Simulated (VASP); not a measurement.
Level of theory: PBEsol GGA, VASP's PBE PAW potentials (set 64) (plane waves; VASP).

Input for VASP

### KPOINTS
```
Automatic mesh
0
Gamma
13 13 13
0 0 0
```

**POSCAR**
```
N
1
    0.0000000000     1.5604910000     1.5604910000
    1.5604910000     0.0000000000     1.5604910000
    1.5604910000     1.5604910000     0.0000000000
N
1
Direct
  0.0000000000   0.0000000000   0.0000000000
```

### INCAR
```
SYSTEM = N
PREC = Accurate
ENCUT = 520
EDIFF = 1E-6
NELM = 100
ALGO = Normal
LREAL = .FALSE.
LASPH = .TRUE.
ISMEAR = 0
SIGMA = 0.05
GGA = PS
LWAVE = .FALSE.
LCHARG = .FALSE.
IBRION = 2
ISIF = 3
NSW = 60
EDIFFG = -0.01
```

POTCAR, in this order: N (PBE.64 set). Program: vasp_std.

Q: What will the output report for the number of irreducible k-points (NKPTS), number of bands (NBANDS), largest plane-wave count, number of space-group operations, FFT grid (NGX, NGY, NGZ)?

A: 
| Quantity | Value |
|---|---|
| number of irreducible k-points (NKPTS) | 84 |
| number of bands (NBANDS) | 6 |
| largest plane-wave count | 214 |
| number of space-group operations | 48 |
| FFT grid (NGX, NGY, NGZ) | 16 × 16 × 16 |

The structure was generated: N was put into the fcc type (Fm-3m), which need not be its known phase. This run relaxes it. Symmetry was kept, so distortions that lower it aren't found.
